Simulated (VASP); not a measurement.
Given:

```yaml
crystal:
  lattice:
    - [2.18729, -3.78850, 0.00000]
    - [2.18729, 3.78850, 0.00000]
    - [0.00000, 0.00000, 5.94349]
  atoms:
    - { symbol: Te, position: [0.00000, 0.27651, 0.66667] }
    - { symbol: Te, position: [0.72349, 0.72349, 0.00000] }
    - { symbol: Te, position: [0.27651, 0.00000, 0.33333] }
```

Computed with AM05 GGA, VASP's PBE PAW potentials (set 64) (plane waves; VASP). Settings: 520 eV cut-off, 5×5×4 Γ-centred mesh, Gaussian smearing of 0.050 eV, potentials Te.

**Question.** Estimate the energy per atom (σ→0).

**Answer.** 
```json
{
 "energy per atom (σ→0)": "-3.228 eV/atom"
}
```

The compound is Te in the trig structure. It was relaxed first. The start is the result of an earlier pass.
